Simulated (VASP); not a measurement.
The input files of a VASP run:

### INCAR
```
ALGO=Normal
EDIFF=1E-6
EDIFFG=-0.02
ENCUT=500
IBRION=2
ISIF=3
ISMEAR=1
LASPH=.True.
LCHARG=.False.
LMAXMIX=4
LREAL=.False.
LWAVE=.False.
NELM=100
NSW=40
PREC=Accurate
PSTRESS=300
SIGMA=0.1
SYSTEM=Tl
```

File POSCAR:
```
Tl
1
    1.5706979491    -2.7205289127     0.0000000000
    1.5706979491     2.7205289127     0.0000000000
    0.0000000000     0.0000000000     5.0218917264
Tl
2
Direct
  0.3333330000   0.6666670000   0.2500000000
  0.6666670000   0.3333330000   0.7500000000
```

### KPOINTS
```
Automatic mesh
0
Gamma
13 13 7
0 0 0
```

POTCAR, in this order: Tl_d (LDA.64 set). Program: vasp_std.

**Question.** Write an equivalent input for Ansatz.

**Answer.** One equivalent input (not run):
Ansatz 0.2 input:
```yaml
crystal:
  lattice:
    - [1.5706979, -2.7205289, 0.0000000]
    - [1.5706979, 2.7205289, 0.0000000]
    - [0.0000000, 0.0000000, 5.0218917]
  atoms:
    - { symbol: Tl, position: [0.3333330, 0.6666670, 0.2500000] }
    - { symbol: Tl, position: [0.6666670, 0.3333330, 0.7500000] }
kpoints:
  mp_grid: { grid: [13, 13, 7] }
hamiltonian:
  xc: lda
  pseudopotentials: { kind: paw }
scf:
  occupations: { method: methfessel_paxton, width: 0.1 }
  max_iter: 100
relax:
  max_steps: 40
  f_tol: 0.02
  cell: { p_target: 30 }
output: { forces: true, stress: true, eigenvalues: true }
```
Limits of the translation: each code has its own PAW files, so the cut-off isn't converted (ENCUT is set for VASP's; basis.ecutwfc is left out, and Ansatz then takes the one that its files recommend); Ansatz stops its SCF on the density residual and VASP on the energy change (EDIFF); Ansatz's lda is the Perdew-Wang form, while the LDA potentials of VASP carry Perdew-Zunger's.

The compound is Tl in the hcp structure. This run relaxes it under an external pressure of 30 GPa. Symmetry was kept, so distortions that lower it aren't found.
